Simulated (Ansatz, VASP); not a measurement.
## Mg2BeSeO2 in VASP and in Ansatz

File INCAR:

```
SYSTEM = Mg2BeSeO2
ALGO = Normal
EDIFF = 1E-7
ENCUT = 520
GGA = PE
ISIF = 2
ISMEAR = 0
ISPIN = 2
LASPH = .TRUE.
LCHARG = .TRUE.
LELF = .TRUE.
LORBIT = 11
LREAL = .FALSE.
LVHAR = .TRUE.
LWAVE = .FALSE.
MAGMOM = 0 0 0 0 1 1
NBANDS = 25
NELM = 150
PREC = Accurate
SIGMA = 0.1
```

File KPOINTS:

```
k-points
0
G
  4 4 4
  0 0 0
```

Contents of POSCAR:

```
Mg2BeSeO2
1.0
    2.5060496400     -4.1720910000      0.0000000000
    2.5060496400      4.1720910000      0.0000000000
    0.0000000000      0.0000000000      4.0370723900
Mg Be Se O
2 1 1 2
Direct
    0.6641809900      0.3358190100      0.0000000000
    0.3358190100      0.6641809900      0.0000000000
    0.5000000000      0.5000000000      0.5000000000
    0.0000000000      0.0000000000      0.0000000000
    0.5000000000      0.0000000000      0.5000000000
    0.0000000000      0.5000000000      0.5000000000
```

Input for Ansatz:

```yaml
crystal:
  lattice:
    - [2.50604964, -4.172091, 0.0]
    - [2.50604964, 4.172091, 0.0]
    - [0.0, 0.0, 4.03707239]
  atoms:
    - { symbol: Mg, position: [0.66418099, 0.33581901, 0.0] }
    - { symbol: Mg, position: [0.33581901, 0.66418099, 0.0] }
    - { symbol: Be, position: [0.5, 0.5, 0.5] }
    - { symbol: Se, position: [0.0, 0.0, 0.0] }
    - { symbol: O, position: [0.5, 0.0, 0.5], spin: 1.0 }
    - { symbol: O, position: [0.0, 0.5, 0.5], spin: 1.0 }
basis:
  ecutwfc: 420
kpoints:
  mp_grid: { grid: [4, 4, 4] }
hamiltonian:
  xc: pbe
scf:
  occupations: { method: gaussian, width: 0.1 }
  lower_state_search: "off"
output:
  forces: true
  stress: true
  eigenvalues: true
  populations: true
magnetization:
  spin_polarized: true
```

Change from the starting cell: species swapped into the CeAlCu2Ni2 type (Cmmm, No. 65).

Alike in both runs: task single point; functional PBE; k mesh 4 × 4 × 4; occupations gaussian, width 0.1 eV; collinear spin.

|  | VASP | Ansatz |
| --- | --- | --- |
| version | VASP 6.6.1 | Ansatz 0.2.0 |
| potentials or method | VASP PAW PBE potentials, release 64 (Mg, Be, Se, O) | scalar-relativistic, plane waves, PAW |
| plane-wave cutoff (eV) | 520 | 420 |
| valence electrons in the cell | 24 | 50 |

```tsv
	VASP	Ansatz	Ansatz less VASP
gap on the k mesh at the Fermi level (eV)	none	none	-
pressure (GPa)	-5.1	-4.2	+0.96
largest component of the traceless stress (GPa)	5.56	4.05	-1.503
rms of the force components (eV/Å)	0.879	0.829	-0.0501
net moment per atom (μB)	0.00	0.18	+0.180
size of the moment on the site where the two differ most (μB)	0.00	0.45	+0.453
```

The net moments differ so much that the two runs ended in different magnetic states, which moves the other rows too. Site moments also hang on the region over which each program counts them. Atom by atom the forces differ by 0.050 eV/Å (rms over components). A gap of «none» marks a metal or a gap that the smearing closes. The two sets of potentials don't hold the same shells in valence.

Caveats: the k mesh is coarse (spacing up to 0.39 Å⁻¹), so the values aren't converged; forces of over 1 eV/Å show positions far from the minimum, so gaps and moduli don't describe the material at rest.
